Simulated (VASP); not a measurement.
# LiCl: GW quasiparticle gap, part 2 of 5

Wanted: how far GW moves the Kohn-Sham levels of LiCl. The cell is of the rock-salt type, one of the forms listed for this formula. The start is a cell from a database of measured crystal structures.

VASP 6.6.1, plane waves and PAW; the level of theory is named at each step.

So far, gap on the k-mesh (eV): step 3 (empty bands, functional PBE) 6.32.

The database entry behind the starting cell differs from later determinations by our own check (0.1 to 0.3 % short, probably kX units), so it need not match the best structure at ambient conditions.

### Step 4. evGW0

This step: evGW0 on PBE; plane waves and PAW (Cl_GW, Li_GW) (VASP 6.6.1).

The lowest NBANDSGW levels in G are updated for four passes while W stays fixed, so the result depends less on the starting levels.

File INCAR:

```
SYSTEM = LiCl
PREC = Accurate
ENCUT = 300
ISMEAR = 0
SIGMA = 0.01
LREAL = .FALSE.
GGA = PE
NBANDS = 224
ALGO = EVGW0
NELMGW = 4
ENCUTGW = 200
NOMEGA = 64
PRECFOCK = Fast
NBANDSGW = 16
LWAVE = .FALSE.
LCHARG = .FALSE.
```

File POSCAR:

```
LiCl
1.0
    0.0000000000      2.5647700000      2.5647700000
    2.5647700000      0.0000000000      2.5647700000
    2.5647700000      2.5647700000      0.0000000000
Cl Li
1 1
Direct
    0.5000000000      0.5000000000      0.5000000000
    0.0000000000      0.0000000000      0.0000000000
```

File KPOINTS:

```
Automatic mesh
0
Gamma
4 4 4
0 0 0
```

Potentials, in the order of the species: Cl_GW and Li_GW (PBE family, release 64).

On the command line:

```
$ mpirun -np 8 vasp_std
```

What it wrote:

```text
[banner, memory and clock lines left out]
running    8 mpi-ranks, on    1 nodes
 distrk:  each k-point on    8 cores,    1 groups
 distr:  one band on    1 cores,    8 groups

 POSCAR found type information on POSCAR ClLi
 POSCAR found :  2 types and       2 ions
 [... a notice as in an earlier step ...]

|                                                                             |
|           W    W    AA    RRRRR   N    N  II  N    N   GGGG   !!!           |
|           W    W   A  A   R    R  NN   N  II  NN   N  G    G  !!!           |
|           W    W  A    A  R    R  N N  N  II  N N  N  G       !!!           |
|           W WW W  AAAAAA  RRRRR   N  N N  II  N  N N  G  GGG   !            |
|           WW  WW  A    A  R   R   N   NN  II  N   NN  G    G                |
|           W    W  A    A  R    R  N    N  II  N    N   GGGG   !!!           |
|                                                                             |
|     The default for ENCUTGWSOFT is different in this version of VASP.       |
|     please manually set ENCUTGWSOFT =200 in the INCAR file.                 |
|                                                                             |

 LDA part: xc-table for (Slater+PW92), standard interpolation
 found WAVECAR, reading the header
 POSCAR, INCAR and KPOINTS ok, starting setup
 FFT: planning ... GRIDC
 FFT: planning ... GRID_SOFT
 FFT: planning ... GRID
 reading WAVECAR
 the WAVECAR file was read successfully
 initial charge from wavefunction
 available memory per node:     69.67 GB, setting MAXMEM to     71338

 The Fermi energy was updated, please check that it is located mid-gap
 values below the HOMO (VB) or above the LUMO (CB) will cause erroneous energies
 E-fermi :   2.2201

 calculate exact exchange contribution
 the WAVEDER file was read successfully
energies w=
    0.000    0.000    0.580    0.000    1.158    0.000    1.734    0.000
    2.306    0.000    2.873    0.000    3.434    0.000    3.989    0.000
    4.537    0.000    5.078    0.000    5.611    0.000    6.136    0.000
    6.654    0.000    7.166    0.000    7.671    0.000    8.170    0.000
    8.664    0.000    9.153    0.000    9.639    0.000   10.122    0.000
   10.604    0.000   11.084    0.000   11.565    0.000   12.048    0.000
   12.533    0.000   13.022    0.000   13.516    0.000   14.017    0.000
   14.526    0.000   15.045    0.000   15.576    0.000   16.120    0.000
   16.681    0.000   17.259    0.000   17.859    0.000   18.483    0.000
   19.134    0.000   19.816    0.000   20.534    0.000   21.293    0.000
   22.097    0.000   22.956    0.000   23.876    0.000   24.866    0.000
   25.938    0.000   27.106    0.000   28.385    0.000   29.796    0.000
   31.364    0.000   33.118    0.000   35.100    0.000   37.358    0.000
   39.959    0.000   42.989    0.000   46.568    0.000   50.862    0.000
   56.108    0.000   62.663    0.000   71.081    0.000   82.276    0.000
   97.875    0.000  121.070    0.000  159.111    0.000  232.753    0.000
 responsefunction array rank=     232
 LDA part: xc-table for (Slater+PW92), standard interpolation

 min. memory requirement per mpi rank    129.2 MB, per node   1034.0 MB

 allocating   8 responsefunctions rank=   232
 shmem allocating  64 responsefunctions rank=   232
 response function shared by NCSHMEM nodes    1
 Doing            8  frequencies on each core in blocks of           64
NQ=   1    0.0000    0.0000    0.0000,
|.........|.........|.........|.........|.........|.........|.........|.........
 performed        169000 updates of chi_q(r,r)
 total number of BLAS operations         44.55 Gflops
NQ=   2    0.2500    0.0000    0.0000,
|.........|.........|.........|.........|.........|.........|.........|.........
 performed        597000 updates of chi_q(r,r)
 total number of BLAS operations        197.00 Gflops
NQ=   3    0.5000    0.0000    0.0000,
|.........|.........|.........|.........|.........|.........|.........|.........
 performed        896000 updates of chi_q(r,r)
 total number of BLAS operations        321.35 Gflops
NQ=   4    0.2500    0.2500    0.0000,
|.........|.........|.........|.........|.........|.........|.........|.........
 performed       1273000 updates of chi_q(r,r)
 total number of BLAS operations        465.01 Gflops
NQ=   5    0.5000    0.2500    0.0000,
|.........|.........|.........|.........|.........|.........|.........|.........
 performed       1815000 updates of chi_q(r,r)
 total number of BLAS operations        667.58 Gflops
NQ=   6   -0.2500    0.2500    0.0000,
|.........|.........|.........|.........|.........|.........|.........|.........
 performed       2286000 updates of chi_q(r,r)
 total number of BLAS operations        846.66 Gflops
NQ=   7    0.5000    0.5000    0.0000,
|.........|.........|.........|.........|.........|.........|.........|.........
 performed       2556000 updates of chi_q(r,r)
 total number of BLAS operations        953.25 Gflops
NQ=   8   -0.2500    0.5000    0.2500,
|.........|.........|.........|.........|.........|.........|.........|.........
 performed       2941000 updates of chi_q(r,r)
 total number of BLAS operations       1086.51 Gflops
 resolving degeneracies of screened two electron integrals

 calculate QP shifts <psi_nk| G(iteration)W_0 |psi_nk>: iteration 1
 allocating   8 responsefunctions rank=   232
 shmem allocating  64 responsefunctions rank=   232
 response function shared by NCSHMEM nodes    1
 Doing            8  frequencies on each core in blocks of           64
NQ=   1    0.0000    0.0000    0.0000,
|.........|.........|.........|.........|.........|.........|.........|.........
 performed        169000 updates of chi_q(r,r)
 total number of BLAS operations         44.55 Gflops
NQ=   2    0.2500    0.0000    0.0000,
|.........|.........|.........|.........|.........|.........|.........|.........
 performed        597000 updates of chi_q(r,r)
 total number of BLAS operations        197.00 Gflops
NQ=   3    0.5000    0.0000    0.0000,
|.........|.........|.........|.........|.........|.........|.........|.........
 performed        896000 updates of chi_q(r,r)
 total number of BLAS operations        321.35 Gflops
NQ=   4    0.2500    0.2500    0.0000,
|.........|.........|.........|.........|.........|.........|.........|.........
 performed       1273000 updates of chi_q(r,r)
 total number of BLAS operations        465.01 Gflops
NQ=   5    0.5000    0.2500    0.0000,
|.........|.........|.........|.........|.........|.........|.........|.........
 performed       1815000 updates of chi_q(r,r)
 total number of BLAS operations        667.58 Gflops
NQ=   6   -0.2500    0.2500    0.0000,
|.........|.........|.........|.........|.........|.........|.........|.........
 performed       2286000 updates of chi_q(r,r)
 total number of BLAS operations        846.66 Gflops
NQ=   7    0.5000    0.5000    0.0000,
|.........|.........|.........|.........|.........|.........|.........|.........
 performed       2556000 updates of chi_q(r,r)
 total number of BLAS operations        953.25 Gflops
NQ=   8   -0.2500    0.5000    0.2500,
|.........|.........|.........|.........|.........|.........|.........|.........
 performed       2941000 updates of chi_q(r,r)
 total number of BLAS operations       1086.51 Gflops
 resolving degeneracies of screened two electron integrals

 calculate QP shifts <psi_nk| G(iteration)W_0 |psi_nk>: iteration 2
 allocating   8 responsefunctions rank=   232
 shmem allocating  64 responsefunctions rank=   232
 response function shared by NCSHMEM nodes    1
 Doing            8  frequencies on each core in blocks of           64
NQ=   1    0.0000    0.0000    0.0000,
|.........|.........|.........|.........|.........|.........|.........|.........
 performed        169000 updates of chi_q(r,r)
 total number of BLAS operations         44.55 Gflops
NQ=   2    0.2500    0.0000    0.0000,
|.........|.........|.........|.........|.........|.........|.........|.........
 performed        597000 updates of chi_q(r,r)
 total number of BLAS operations        197.00 Gflops
NQ=   3    0.5000    0.0000    0.0000,
|.........|.........|.........|.........|.........|.........|.........|.........
 performed        896000 updates of chi_q(r,r)
 total number of BLAS operations        321.35 Gflops
NQ=   4    0.2500    0.2500    0.0000,
|.........|.........|.........|.........|.........|.........|.........|.........
 performed       1273000 updates of chi_q(r,r)
 total number of BLAS operations        465.01 Gflops
NQ=   5    0.5000    0.2500    0.0000,
|.........|.........|.........|.........|.........|.........|.........|.........
 performed       1815000 updates of chi_q(r,r)
 total number of BLAS operations        667.58 Gflops
NQ=   6   -0.2500    0.2500    0.0000,
|.........|.........|.........|.........|.........|.........|.........|.........
 performed       2286000 updates of chi_q(r,r)
 total number of BLAS operations        846.66 Gflops
NQ=   7    0.5000    0.5000    0.0000,
|.........|.........|.........|.........|.........|.........|.........|.........
 performed       2556000 updates of chi_q(r,r)
 total number of BLAS operations        953.25 Gflops
NQ=   8   -0.2500    0.5000    0.2500,
|.........|.........|.........|.........|.........|.........|.........|.........
 performed       2941000 updates of chi_q(r,r)
 total number of BLAS operations       1086.51 Gflops
 resolving degeneracies of screened two electron integrals

 calculate QP shifts <psi_nk| G(iteration)W_0 |psi_nk>: iteration 3
 allocating   8 responsefunctions rank=   232
 shmem allocating  64 responsefunctions rank=   232
 response function shared by NCSHMEM nodes    1
 Doing            8  frequencies on each core in blocks of           64
NQ=   1    0.0000    0.0000    0.0000,
|.........|.........|.........|.........|.........|.........|.........|.........
 performed        169000 updates of chi_q(r,r)
 total number of BLAS operations         44.55 Gflops
NQ=   2    0.2500    0.0000    0.0000,
|.........|.........|.........|.........|.........|.........|.........|.........
 performed        597000 updates of chi_q(r,r)
 total number of BLAS operations        197.00 Gflops
NQ=   3    0.5000    0.0000    0.0000,
|.........|.........|.........|.........|.........|.........|.........|.........
 performed        896000 updates of chi_q(r,r)
 total number of BLAS operations        321.35 Gflops
NQ=   4    0.2500    0.2500    0.0000,
|.........|.........|.........|.........|.........|.........|.........|.........
 performed       1273000 updates of chi_q(r,r)
 total number of BLAS operations        465.01 Gflops
NQ=   5    0.5000    0.2500    0.0000,
|.........|.........|.........|.........|.........|.........|.........|.........
 performed       1815000 updates of chi_q(r,r)
 total number of BLAS operations        667.58 Gflops
NQ=   6   -0.2500    0.2500    0.0000,
|.........|.........|.........|.........|.........|.........|.........|.........
 performed       2286000 updates of chi_q(r,r)
 total number of BLAS operations        846.66 Gflops
NQ=   7    0.5000    0.5000    0.0000,
|.........|.........|.........|.........|.........|.........|.........|.........
 performed       2556000 updates of chi_q(r,r)
 total number of BLAS operations        953.25 Gflops
NQ=   8   -0.2500    0.5000    0.2500,
|.........|.........|.........|.........|.........|.........|.........|.........
 performed       2941000 updates of chi_q(r,r)
 total number of BLAS operations       1086.51 Gflops
 resolving degeneracies of screened two electron integrals

 calculate QP shifts <psi_nk| G(iteration)W_0 |psi_nk>: iteration 4
 entering main loop
```

Wall time 2.3 min (8 MPI ranks of AMD EPYC 7R43, shared host); peak memory 1.5 GiB.

From OUTCAR (step 4):

```text
The static configuration has the point symmetry O_h .

 Found      8 irreducible k-points:

   k-points           NKPTS =      8   k-points in BZ     NKDIM =     64   number of bands    NBANDS=    224

   NELECT =       8.0000    total number of electrons

 E-fermi :   2.2201

 QP shifts <psi_nk| G(iteration)W_0 |psi_nk>: iteration 1
 for sc-GW calculations column KS-energies equals QP-energies in previous step
 and V_xc(KS)=  KS-energies - (<T + V_ion + V_H > + <T+V_H+V_ion>^1  + <V_x>^1)
 k-point   1 :       0.0000    0.0000    0.0000
  band No.  KS-energies  QP-energies   sigma(KS)   V_xc(KS)     V^pw_x(r,r')   Z            occupation Imag(sigma)
      1     -14.3487     -16.0609     -16.9141     -14.7426     -24.1366       0.7885       2.0000       1.5835
      2      -0.9388      -2.8416     -17.1230     -14.7423     -18.9650       0.7992       2.0000       0.0392
      3      -0.9388      -2.8416     -17.1230     -14.7423     -18.9650       0.7992       2.0000       0.0392
      4      -0.9388      -2.8416     -17.1230     -14.7423     -18.9650       0.7992       2.0000       0.0392
      5       5.3790       6.1259      -7.6568      -8.5529      -4.0737       0.8334       0.0000      -0.0597
      6      10.8971      12.0198      -8.1060      -9.4685      -4.2108       0.8240       0.0000      -0.0658
      7      10.8971      12.0198      -8.1060      -9.4685      -4.2108       0.8240       0.0000      -0.0658
      8      10.8971      12.0198      -8.1060      -9.4685      -4.2108       0.8240       0.0000      -0.0658
    ...

 k-point   2 :       0.2500    0.0000    0.0000
  band No.  KS-energies  QP-energies   sigma(KS)   V_xc(KS)     V^pw_x(r,r')   Z            occupation Imag(sigma)
      1     -14.0774     -15.7176     -17.0209     -14.9744     -24.2656       0.8015       2.0000       1.5175
      2      -2.5233      -4.5826     -15.7983     -13.1808     -17.8984       0.7868       2.0000       0.0485
      3      -1.0747      -2.9887     -17.0556     -14.6468     -18.9209       0.7946       2.0000       0.0406
      4      -1.0747      -2.9887     -17.0556     -14.6468     -18.9209       0.7946       2.0000       0.0406
      5       6.2695       7.1061      -7.5880      -8.5903      -4.0009       0.8347       0.0000      -0.0581
      6       9.6981      10.9038      -7.2457      -8.6978      -3.4516       0.8304       0.0000      -0.0633
      7       9.6981      10.9038      -7.2457      -8.6978      -3.4516       0.8304       0.0000      -0.0633
      8      10.0033      11.0202      -8.3993      -9.6425      -4.4151       0.8180       0.0000      -0.0689
    ...

 k-point   3 :       0.5000    0.0000    0.0000
  band No.  KS-energies  QP-energies   sigma(KS)   V_xc(KS)     V^pw_x(r,r')   Z            occupation Imag(sigma)
      1     -13.7724     -15.2320     -17.2066     -15.2724     -24.4462       0.7546       2.0000       1.3899
      2      -3.7613      -5.9558     -15.0934     -12.2648     -17.5001       0.7758       2.0000       0.0640
      3      -1.1971      -3.1345     -17.0182     -14.5789     -18.9088       0.7943       2.0000       0.0416
      4      -1.1971      -3.1345     -17.0182     -14.5789     -18.9088       0.7943       2.0000       0.0416
      5       5.8064       6.6361      -7.1438      -8.1297      -3.7052       0.8416       0.0000      -0.0566
      6       8.5165       9.7023      -7.0507      -8.4687      -3.4281       0.8363       0.0000      -0.0574
      7       8.5165       9.7023      -7.0507      -8.4687      -3.4281       0.8363       0.0000      -0.0574
      8      12.0158      13.0894      -9.1741     -10.5392      -4.6008       0.7864       0.0000      -0.1005
    ...

 QP shifts <psi_nk| G(iteration)W_0 |psi_nk>: iteration 2
 k-point   1 :       0.0000    0.0000    0.0000
  band No. old QP-enery  QP-energies   sigma(KS)   T+V_ion+V_H  V^pw_x(r,r')   Z            occupation Imag(sigma)
      1     -16.0609     -16.3468     -16.8145       0.3939     -24.1366       0.7949       2.0000       1.5283
      2      -2.8416      -3.1189     -16.9945      13.8035     -18.9650       0.7935       2.0000       0.0490
      3      -2.8416      -3.1189     -16.9945      13.8035     -18.9650       0.7935       2.0000       0.0490
      4      -2.8416      -3.1189     -16.9945      13.8035     -18.9650       0.7935       2.0000       0.0490
      5       6.1259       6.2271      -7.6853      13.9320      -4.0737       0.8381       0.0000      -0.0618
      6      12.0198      12.1636      -8.1717      20.3656      -4.2108       0.8263       0.0000      -0.0674
      7      12.0198      12.1636      -8.1717      20.3656      -4.2108       0.8263       0.0000      -0.0674
      8      12.0198      12.1636      -8.1717      20.3656      -4.2108       0.8263       0.0000      -0.0674
    ...

 QP shifts <psi_nk| G(iteration)W_0 |psi_nk>: iteration 3
 k-point   1 :       0.0000    0.0000    0.0000
  band No. old QP-enery  QP-energies   sigma(KS)   T+V_ion+V_H  V^pw_x(r,r')   Z            occupation Imag(sigma)
      1     -16.3468     -16.4070     -16.8165       0.3939     -24.1366       0.7937       2.0000       1.5185
      2      -3.1189      -3.1660     -16.9815      13.8035     -18.9650       0.7963       2.0000       0.0507
      3      -3.1189      -3.1660     -16.9815      13.8035     -18.9650       0.7963       2.0000       0.0507
      4      -3.1189      -3.1660     -16.9815      13.8035     -18.9650       0.7963       2.0000       0.0507
      5       6.2271       6.2401      -7.6894      13.9320      -4.0737       0.8399       0.0000      -0.0532
      6      12.1636      12.1818      -8.1799      20.3656      -4.2108       0.8265       0.0000      -0.0697
      7      12.1636      12.1818      -8.1799      20.3656      -4.2108       0.8265       0.0000      -0.0697
      8      12.1636      12.1818      -8.1799      20.3656      -4.2108       0.8265       0.0000      -0.0697
    ...

 QP shifts <psi_nk| G(iteration)W_0 |psi_nk>: iteration 4
 k-point   1 :       0.0000    0.0000    0.0000
  band No. old QP-enery  QP-energies   sigma(KS)   T+V_ion+V_H  V^pw_x(r,r')   Z            occupation Imag(sigma)
      1     -16.4070     -16.4217     -16.8194       0.3939     -24.1366       0.7938       2.0000       1.5191
      2      -3.1660      -3.1739     -16.9795      13.8035     -18.9650       0.7937       2.0000       0.0507
      3      -3.1660      -3.1739     -16.9795      13.8035     -18.9650       0.7937       2.0000       0.0507
      4      -3.1660      -3.1739     -16.9795      13.8035     -18.9650       0.7937       2.0000       0.0507
      5       6.2401       6.2416      -7.6901      13.9320      -4.0737       0.8407       0.0000      -0.0512
      6      12.1818      12.1842      -8.1809      20.3656      -4.2108       0.8270       0.0000      -0.0702
      7      12.1818      12.1842      -8.1809      20.3656      -4.2108       0.8270       0.0000      -0.0702
      8      12.1818      12.1842      -8.1809      20.3656      -4.2108       0.8270       0.0000      -0.0702
    ...

[... 7 parts as in an earlier step ...]

[... 26 further parts left out ...]
```

Numbers from this step:

```yaml
quasiparticle_gap_on_the_mesh: 9.415 eV
smallest_direct_quasiparticle_gap_on_the_mesh: 9.415 eV
gap_of_the_starting_orbitals_on_the_mesh: 6.318 eV
```

QP gap by iteration, by row:

```tsv
iteration	gap (eV)	direct gap (eV)
1	8.967	8.967
2	9.346	9.346
3	9.406	9.406
4	9.415	9.415
```

GW takes the gap from 6.318 to 9.415 eV. The last pass still moved it by +9 meV. The value holds for 224 bands, ENCUTGW = 200 eV and this mesh, and isn't shown to be converged in them.

(Continued in part 3 of 5.)

[Lines on the potential files, build, host, timing and source positions are cut from VASP's logs without a mark.]

[Logs are printed without paths, hosts, clocks, repeated set-up lines and the standing remarks that a program may print on its own settings, such as how far it seeks lower states.]

[Hosts, paths, dates, database ids (printed as entryN), source tags and the programs' standing remarks are cut or masked in the printed files.]

[Pressures printed for these runs are not shown converged in the cutoff: they can be off by several GPa and have the wrong sign.]
